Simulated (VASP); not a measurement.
# What spin-orbit coupling changes in LaAlGe, part 3 of 4

Aim: run bands, DOS and a relaxation of LaAlGe twice, without and with spin-orbit coupling. All runs use LDA. Left out of this account: at least 1 further run (fields: a reference on another mesh). The start is a cell from a database of measured crystal structures.

VASP 6.6.1, plane waves and PAW; the level of theory is named at each step.

Still holding for the runs below: The k-mesh is coarse for a metal.

So far. Step 3 (Band structure (LDA + SOC)): There is no gap at this level. Without the coupling there was no gap either. The run took 6.8 times the core time, with 68 spinor bands against 44. Step 3 (Band structure (LDA + SOC)): Of the bands kept, 4 cross the Fermi level on this path (spinor bands, one electron each).

### Step 4. Total and projected DOS (LDA)

This step: LDA; plane waves and PAW (La, Al, Ge_d) (VASP 6.6.1).

Here the states are counted by energy and projected on the atoms.

The input, INCAR:

```
SYSTEM = LaAlGe
PREC = Accurate
ENCUT = 410
EDIFF = 1E-06
NELM = 100
ISMEAR = -5
SIGMA = 0.05
LREAL = .FALSE.
ALGO = Normal
GGA = CA
NBANDS = 44
LASPH = .TRUE.
LORBIT = 11
LWAVE = .FALSE.
LCHARG = .FALSE.
KPAR = 4
NEDOS = 2001
```

The input, POSCAR:

```
LaAlGe
1.0
    0.0000000000     -4.3360000000      0.0000000000
   -4.3360000000      0.0000000000      0.0000000000
    2.1680000000     -2.1680000000     -7.4140000000
La Al Ge
2 2 2
Direct
    0.0000000000      0.0000000000      0.0000000000
    0.7500000000      0.7500000000      0.5000000000
    0.5823000000      0.4177000000      0.8354000000
    0.3323000000      0.1677000000      0.3354000000
    0.4160000000      0.5840000000      0.1680000000
    0.1660000000      0.3340000000      0.6680000000
```

The input, KPOINTS:

```
Automatic mesh
0
Gamma
6 6 6
0 0 0
```

The projector-augmented-wave data sets are La, Al and Ge_d (LDA family, release 64).

On the command line:

```bash
> mpirun -np 4 vasp_std
```

Output:

```text
[... set-up lines as in an earlier step ...]
 entering main loop
       N       E                     dE             d eps       ncg     rms          rms(c)
DAV:   1     0.548438143652E+03    0.54844E+03   -0.18869E+04  2912   0.201E+03
DAV:   2     0.954734887688E+02   -0.45296E+03   -0.40015E+03  2968   0.468E+02
DAV:   3    -0.229087688321E+02   -0.11838E+03   -0.11316E+03  2924   0.193E+02
DAV:   4    -0.337343741083E+02   -0.10826E+02   -0.10610E+02  4148   0.623E+01
DAV:   5    -0.345577519006E+02   -0.82338E+00   -0.82166E+00  5044   0.166E+01    0.565E+00
DAV:   6    -0.344323763128E+02    0.12538E+00   -0.72648E-01  4856   0.446E+00    0.307E+00
DAV:   7    -0.343524956740E+02    0.79881E-01   -0.15205E-01  4296   0.233E+00    0.511E-01
DAV:   8    -0.343512705070E+02    0.12252E-02   -0.22690E-02  5152   0.799E-01    0.162E-01
DAV:   9    -0.343510317682E+02    0.23874E-03   -0.23348E-03  4528   0.290E-01    0.661E-02
DAV:  10    -0.343510515020E+02   -0.19734E-04   -0.20215E-04  4904   0.863E-02    0.385E-02
DAV:  11    -0.343510542430E+02   -0.27410E-05   -0.31619E-05  4800   0.240E-02    0.656E-03
DAV:  12    -0.343510527614E+02    0.14816E-05   -0.35571E-06  3784   0.164E-02    0.285E-03
DAV:  13    -0.343510526948E+02    0.66624E-07   -0.46798E-07  2816   0.590E-03
   1 F= -.34351053E+02 E0= -.34351053E+02  d E =0.000000E+00
 -----------------------------------------------------------------------------
|                                                                             |
|           W    W    AA    RRRRR   N    N  II  N    N   GGGG   !!!           |
|           W    W   A  A   R    R  NN   N  II  NN   N  G    G  !!!           |
|           W    W  A    A  R    R  N N  N  II  N N  N  G       !!!           |
|           W WW W  AAAAAA  RRRRR   N  N N  II  N  N N  G  GGG   !            |
|           WW  WW  A    A  R   R   N   NN  II  N   NN  G    G                |
|           W    W  A    A  R    R  N    N  II  N    N   GGGG   !!!           |
|                                                                             |
|     Tetrahedron method does not include variations of the Fermi             |
|     occupations, so forces and stress will be inaccurate. We suggest        |
|     using a different smearing scheme ISMEAR = 1 or 2 for metals in         |
|     relaxations.                                                            |
|                                                                             |
 -----------------------------------------------------------------------------
```

Wall time 33 s (4 MPI ranks of Intel Xeon 6975P-C (Granite Rapids), shared host); peak memory 1 GiB.

From OUTCAR (step 4):

```text
 Found     30 irreducible k-points:

   NELECT =      56.0000    total number of electrons

 E-fermi :   7.5963

 k-point     1 :       0.0000    0.0000    0.0000
  band No.  band energies     occupation
    ...
     24       5.5459      2.00000
     25       5.9274      2.00000
     26       6.2261      2.00000
     27       6.2261      2.00000
     28       7.1187      2.00000
     29       7.8069      0.00000
     30       7.9302      0.00000
     31       8.6559      0.00000
     32       9.0110      0.00000
     33       9.0110      0.00000
    ...

 k-point     2 :       0.1667    0.0000   -0.0000
  band No.  band energies     occupation
    ...
     24       5.4568      2.00000
     25       5.7595      2.00000
     26       6.2153      2.00000
     27       6.6278      2.00000
     28       7.2440      2.00000
     29       7.9189     -0.00000
     30       8.4257      0.00000
     31       8.5773      0.00000
     32       8.6141      0.00000
     33       8.9385      0.00000
    ...

  Total       -2.7983785     -2.7983785     -3.4190931      0.0000000      0.0000000      0.0000000
  in kB      -32.1651742    -32.1651742    -39.2998038      0.0000000      0.0000000      0.0000000
  external PRESSURE =     -34.5433841 kB  Pullay stress =       0.0000000 kB

 POSITION                                       TOTAL-FORCE (eV/Angst)
 -----------------------------------------------------------------------------------
      0.00000      0.00000      0.00000        -0.000000     -0.000000     -0.070564
     -2.16800     -4.33600     -3.70700         0.000000      0.000000     -0.070564
     -0.00000     -4.33600     -6.19366         0.000000      0.000000      0.043641
     -0.00000     -2.16800     -2.48666        -0.000000     -0.000000      0.043641
     -2.16800     -2.16800     -1.24555        -0.000000      0.000000      0.026922
     -0.00000     -2.16800     -4.95255        -0.000000      0.000000      0.026922
 -----------------------------------------------------------------------------------
    total drift:                               -0.000029      0.000028      0.002420

  FREE ENERGIE OF THE ION-ELECTRON SYSTEM (eV)
  ---------------------------------------------------
  free  energy   TOTEN  =       -34.3510526948 eV

  energy  without entropy=      -34.3510526948  energy(sigma->0) =      -34.35105269

 total charge
# of ion       s       p       d       f       tot
--------------------------------------------------
    1        2.026   5.625   0.803   0.108   8.561
    2        2.026   5.625   0.803   0.108   8.561
    3        0.423   0.403   0.000   0.000   0.826
    4        0.423   0.403   0.000   0.000   0.826
    5        1.118   1.348  10.001   0.000  12.467
    6        1.118   1.348  10.001   0.000  12.467
--------------------------------------------------
tot          7.134  14.752  21.608   0.216  43.710

[... 9 parts as in an earlier step ...]

[... 5 further parts left out ...]
```

At this level the cell is under a tension of 3.5 GPa, so at these settings it is away from equilibrium. With tetrahedra the forces and stress of a metal are not exact derivatives of the energy.

This step gave:

- SCF cycles: 13
- bands: 44
- irreducible k-points: 30
- free energy (TOTEN): -34.35 eV
- pressure: -3.454 GPa
- DOS at the Fermi level, one point of the energy grid: 0.01355 states/eV/cell

The density of states has structure finer than the step of the table below, so its rows give means over 0.5 eV, whole bins alone (the curve runs from -12.0 to 1.66 eV). Peaks (eV: height): total -8.79: 7.59, -1.42: 7.90, -1.07: 8.52, 1.14: 9.21; Ge p -3.22: 1.17, -2.75: 1.28, -2.29: 1.05, -1.42: 1.80; Al s -9.25: 0.303, -5.95: 1.17, -4.49: 0.359, 0.27: 0.153; Ge s -9.25: 2.45, -8.79: 4.15.

States under -12.0 eV and over 1.7 eV are left out. Density of states against energy, zero at the Fermi level; means over each step; values in states/eV/cell:

| energy (eV) | total | La f | Ge p | Al s | Ge s |
| --- | --- | --- | --- | --- | --- |
| -11.0 | 0 | 0 | 0 | 0 | 0 |
| -10.5 | 0.0191 | 0 | 9.8e-6 | 0.00154 | 0.00797 |
| -10.0 | 0.636 | 2.5e-4 | 0.00162 | 0.0476 | 0.273 |
| -9.5 | 2.33 | 0.00182 | 0.00702 | 0.148 | 1.07 |
| -9.0 | 4.63 | 0.00624 | 0.0104 | 0.125 | 2.41 |
| -8.5 | 0.403 | 6.6e-4 | 4.3e-4 | 0.00323 | 0.221 |
| -8.0 | 0 | 0 | 0 | 0 | 0 |
| -7.5 | 0 | 0 | 0 | 0 | 0 |
| -7.0 | 0 | 0 | 0 | 0 | 0 |
| -6.5 | 0 | 0 | 0 | 0 | 0 |
| -6.0 | 2.66 | 0.00887 | 0.363 | 0.536 | 0.0486 |
| -5.5 | 1.23 | 0.00554 | 0.172 | 0.217 | 0.0554 |
| -5.0 | 0.982 | 0.00700 | 0.152 | 0.144 | 0.0594 |
| -4.5 | 2.11 | 0.0151 | 0.361 | 0.210 | 0.117 |
| -4.0 | 0.696 | 0.00511 | 0.119 | 0.0587 | 0.0463 |
| -3.5 | 1.41 | 0.0103 | 0.294 | 0.0336 | 0.0289 |
| -3.0 | 4.56 | 0.0310 | 1.05 | 0.0398 | 0.0318 |
| -2.5 | 4.04 | 0.0409 | 0.938 | 0.0225 | 0.0152 |
| -2.0 | 2.84 | 0.0360 | 0.653 | 0.0178 | 0.0123 |
| -1.5 | 3.73 | 0.0583 | 0.823 | 0.00727 | 0.00526 |
| -1.0 | 4.78 | 0.0815 | 0.269 | 0.0341 | 0.0189 |
| -0.5 | 2.57 | 0.102 | 0.131 | 0.0164 | 0.0118 |
| 0.0 | 1.06 | 0.104 | 0.0539 | 0.0265 | 0.0254 |
| 0.5 | 4.30 | 0.856 | 0.191 | 0.127 | 0.133 |
| 1.0 | 6.04 | 2.28 | 0.211 | 0.0809 | 0.0969 |

Force by atom:

| atom | x (eV/Å) | y (eV/Å) | z (eV/Å) | size |
| --- | --- | --- | --- | --- |
| La1 | 0.0000 | 0.0000 | -0.0706 | 0.0706 |
| La2 | 0.0000 | 0.0000 | -0.0706 | 0.0706 |
| Al3 | 0.0000 | 0.0000 | 0.0436 | 0.0436 |
| Al4 | 0.0000 | 0.0000 | 0.0436 | 0.0436 |
| Ge5 | 0.0000 | 0.0000 | 0.0269 | 0.0269 |
| Ge6 | 0.0000 | 0.0000 | 0.0269 | 0.0269 |

### Step 5. Density of states (LDA + SOC)

This step: LDA, spin-orbit coupling; plane waves and PAW (La, Al, Ge_d) (VASP 6.6.1).

Here the states are counted by energy and projected on the atoms.

INCAR, as its differences from that of step 4:

```diff
@@ -10,4 +10,9 @@
 GGA = CA
-NBANDS = 44
+LNONCOLLINEAR = .TRUE.
+MAGMOM = 0 0 0 0 0 0 0 0 0 0 0 0 0 0 0 0 0 0
+NBANDS = 68
+GGA_COMPAT = .FALSE.
 LASPH = .TRUE.
+LSORBIT = .TRUE.
+LMAXMIX = 6
 LORBIT = 11
```

POSCAR is that of step 4.

KPOINTS is that of step 4.

On the command line:

```bash
> mpirun -np 4 vasp_ncl
```

Output:

```text
[... set-up lines as in an earlier step ...]
 entering main loop
       N       E                     dE             d eps       ncg     rms          rms(c)
DAV:   1     0.656868388086E+03    0.65687E+03   -0.18795E+04  6704   0.263E+03
DAV:   2     0.185637014060E+03   -0.47123E+03   -0.43649E+03  7888   0.651E+02
DAV:   3    -0.631499614001E+01   -0.19195E+03   -0.18781E+03 10104   0.302E+02
DAV:   4    -0.324850066025E+02   -0.26170E+02   -0.25430E+02 10876   0.128E+02
DAV:   5    -0.347622661257E+02   -0.22773E+01   -0.22274E+01 12024   0.412E+01    0.609E+00
DAV:   6    -0.349455432951E+02   -0.18328E+00   -0.39627E+00 13016   0.151E+01    0.314E+00
DAV:   7    -0.349557998870E+02   -0.10257E-01   -0.94146E-01 11832   0.772E+00    0.719E-01
DAV:   8    -0.349740328427E+02   -0.18233E-01   -0.24605E-01 12992   0.338E+00    0.362E-01
DAV:   9    -0.349801732289E+02   -0.61404E-02   -0.69972E-02 12976   0.180E+00    0.253E-01
DAV:  10    -0.349821336599E+02   -0.19604E-02   -0.20804E-02 13048   0.877E-01    0.123E-01
DAV:  11    -0.349826651971E+02   -0.53154E-03   -0.61513E-03 12112   0.510E-01    0.189E-02
DAV:  12    -0.349828543942E+02   -0.18920E-03   -0.18937E-03 13008   0.233E-01    0.213E-02
DAV:  13    -0.349829072907E+02   -0.52896E-04   -0.56059E-04 12072   0.128E-01    0.146E-02
DAV:  14    -0.349829220260E+02   -0.14735E-04   -0.17825E-04 10168   0.783E-02    0.106E-02
DAV:  15    -0.349829270915E+02   -0.50655E-05   -0.50293E-05  8280   0.403E-02    0.288E-03
DAV:  16    -0.349829285209E+02   -0.14294E-05   -0.15597E-05  6144   0.211E-02    0.401E-03
DAV:  17    -0.349829286732E+02   -0.15225E-06   -0.49254E-06  6216   0.168E-02
   1 F= -.34982929E+02 E0= -.34982929E+02  d E =0.000000E+00  mag=    -0.0000    -0.0000    -0.0000
 [... a notice as in an earlier step ...]
```

Elapsed: 4.2 min, on 4 MPI ranks; peak memory 2.8 GiB.

Parts of OUTCAR (step 5):

```text
   NELECT =      56.0000    total number of electrons

 E-fermi :   7.6044

 k-point     1 :       0.0000    0.0000    0.0000
  band No.  band energies     occupation
    ...
     52       6.1876      1.00000
     53       6.2673      1.00000
     54       6.2673      1.00000
     55       7.1165      1.00000
     56       7.1165      1.00000
     57       7.8077      0.00000
     58       7.8077      0.00000
     59       7.9287      0.00000
     60       7.9287      0.00000
     61       8.6514      0.00000
    ...

  Total       -2.8318563     -2.8318563     -3.4341529      0.0000000      0.0000000      0.0000000
  in kB      -32.5499755    -32.5499755    -39.4729044      0.0000000      0.0000000      0.0000000
  external PRESSURE =     -34.8576185 kB  Pullay stress =       0.0000000 kB

 POSITION                                       TOTAL-FORCE (eV/Angst)
 -----------------------------------------------------------------------------------
      0.00000      0.00000      0.00000         0.000000     -0.000000     -0.070480
     -2.16800     -4.33600     -3.70700         0.000000     -0.000000     -0.070480
     -0.00000     -4.33600     -6.19366         0.000000     -0.000000      0.047492
     -0.00000     -2.16800     -2.48666         0.000000     -0.000000      0.047492
     -2.16800     -2.16800     -1.24555         0.000000      0.000000      0.022988
     -0.00000     -2.16800     -4.95255        -0.000000     -0.000000      0.022988
 -----------------------------------------------------------------------------------
    total drift:                               -0.000028      0.000028      0.002307

  FREE ENERGIE OF THE ION-ELECTRON SYSTEM (eV)
  ---------------------------------------------------
  free  energy   TOTEN  =       -34.9829286732 eV

  energy  without entropy=      -34.9829286732  energy(sigma->0) =      -34.98292867

 Spin-Orbit-Coupling matrix elements
 Ion:    1  E_soc:     -0.6138897
 Ion:    2  E_soc:     -0.6138897
 Ion:    3  E_soc:     -0.0003000
 Ion:    4  E_soc:     -0.0003000
 Ion:    5  E_soc:     -0.0208106
 Ion:    6  E_soc:     -0.0208106

[... 12 parts as in an earlier step ...]

[... 8 further parts left out ...]
```

Numbers from this step:

```yaml
scf_cycles: 17
bands: 68
irreducible_k_points: 48
free_energy_toten: -34.98 eV
fermi_energy: 7.604 eV
pressure: -3.486 GPa
dos_at_the_fermi_level_one_point_of_the_energy_grid: 0.02188 states/eV/cell
```

On-site spin-orbit energy by atom:

| atom | on-site spin-orbit energy (eV) |
| --- | --- |
| La1 | -0.614 |
| La2 | -0.614 |
| Al3 | 0.000 |
| Al4 | 0.000 |
| Ge5 | -0.021 |
| Ge6 | -0.021 |

The density of states has structure finer than the step of the table below, so its rows give means over 0.5 eV, whole bins alone (the curve runs from -12.0 to 0.994 eV). Peaks (eV: height): total -8.80: 7.29, -1.44: 7.62, -1.10: 7.58, 0.60: 5.68; Ge p -3.25: 1.18, -2.74: 1.24, -2.46: 1.05, -1.44: 1.69; La d -1.44: 1.02, -1.10: 1.24, -0.31: 0.805, 0.60: 0.869; Al p -3.25: 0.364, -2.74: 0.381, -2.35: 0.259, -1.10: 0.481.

States under -12.0 eV and over 1.0 eV are left out. Table of density of states by energy, zero at the Fermi level; means over each step; 7 of 8 lines; values in states/eV/cell:

| energy (eV) | total | Ge p | La d | La f | Al p | Al s | La p |
| --- | --- | --- | --- | --- | --- | --- | --- |
| -11.0 | 0 | 0 | 0 | 0 | 0 | 0 | 0 |
| -10.5 | 0.0216 | 1.9e-5 | 0 | 2.7e-6 | 2.8e-5 | 0.00175 | 3.6e-4 |
| -10.0 | 0.634 | 0.00163 | 0.00124 | 2.4e-4 | 0.00238 | 0.0473 | 0.0209 |
| -9.5 | 2.32 | 0.00698 | 0.0158 | 0.00178 | 0.0177 | 0.147 | 0.120 |
| -9.0 | 4.65 | 0.0105 | 0.0624 | 0.00628 | 0.0876 | 0.125 | 0.169 |
| -8.5 | 0.358 | 4.2e-4 | 0.00434 | 6.0e-4 | 0.00847 | 0.00300 | 0.0144 |
| -8.0 | 0 | 0 | 0 | 0 | 0 | 0 | 0 |
| -7.5 | 0 | 0 | 0 | 0 | 0 | 0 | 0 |
| -7.0 | 0 | 0 | 0 | 0 | 0 | 0 | 0 |
| -6.5 | 2.1e-5 | 3.0e-6 | 0 | 0 | 0 | 4.2e-6 | 0 |
| -6.0 | 2.70 | 0.368 | 0.0892 | 0.00903 | 0.0163 | 0.544 | 0.0612 |
| -5.5 | 1.18 | 0.165 | 0.0393 | 0.00535 | 0.0158 | 0.208 | 0.0230 |
| -5.0 | 0.988 | 0.154 | 0.0305 | 0.00711 | 0.0264 | 0.144 | 0.0184 |
| -4.5 | 2.10 | 0.361 | 0.0625 | 0.0151 | 0.0890 | 0.209 | 0.0330 |
| -4.0 | 0.683 | 0.116 | 0.0258 | 0.00496 | 0.0300 | 0.0578 | 0.00917 |
| -3.5 | 1.50 | 0.315 | 0.0684 | 0.0109 | 0.0957 | 0.0343 | 0.0255 |
| -3.0 | 4.51 | 1.04 | 0.251 | 0.0310 | 0.326 | 0.0385 | 0.0978 |
| -2.5 | 4.03 | 0.935 | 0.294 | 0.0411 | 0.246 | 0.0224 | 0.0827 |
| -2.0 | 2.79 | 0.642 | 0.234 | 0.0355 | 0.122 | 0.0172 | 0.0777 |
| -1.5 | 3.71 | 0.805 | 0.487 | 0.0574 | 0.0972 | 0.00842 | 0.101 |
| -1.0 | 4.77 | 0.275 | 0.859 | 0.0822 | 0.285 | 0.0336 | 0.119 |
| -0.5 | 2.57 | 0.131 | 0.591 | 0.102 | 0.119 | 0.0165 | 0.0223 |
| 0.0 | 1.04 | 0.0523 | 0.194 | 0.107 | 0.0436 | 0.0280 | 0.00598 |
| 0.5 | 4.35 | 0.193 | 0.659 | 0.883 | 0.154 | 0.126 | 0.0296 |

Force by atom:

| atom | x (eV/Å) | y (eV/Å) | z (eV/Å) | size |
| --- | --- | --- | --- | --- |
| La1 | 0.0000 | 0.0000 | -0.0705 | 0.0705 |
| La2 | 0.0000 | 0.0000 | -0.0705 | 0.0705 |
| Al3 | 0.0000 | 0.0000 | 0.0475 | 0.0475 |
| Al4 | 0.0000 | 0.0000 | 0.0475 | 0.0475 |
| Ge5 | 0.0000 | 0.0000 | 0.0230 | 0.0230 |
| Ge6 | 0.0000 | 0.0000 | 0.0230 | 0.0230 |

The DOS at the Fermi level goes from 0.0136 to 0.0219 states/eV/cell, a number that is sensitive to the mesh. The run took 7.6 times the core time, with 68 spinor bands against 44. Of the states within 0.3 eV of the Fermi level, the largest shares in the PAW spheres are La d 19 %, La f 10 % and Ge p 5 %. The rest lies in smaller channels or between the spheres.

(Continued in part 4 of 4.)

[Lines on the potential files, build, host, timing and source positions are cut from VASP's logs without a mark.]

[Logs are printed without paths, hosts, clocks, repeated set-up lines and the standing remarks that a program may print on its own settings, such as how far it seeks lower states.]

[Hosts, paths, dates, database ids (printed as entryN), source tags and the programs' standing remarks are cut or masked in the printed files.]

[A measured line is paired with the nearest computed mode of its activity, which favours agreement.]

[In band tables of VASP the shares of atoms and orbitals are scaled to a sum of 1 inside the atoms' spheres.]
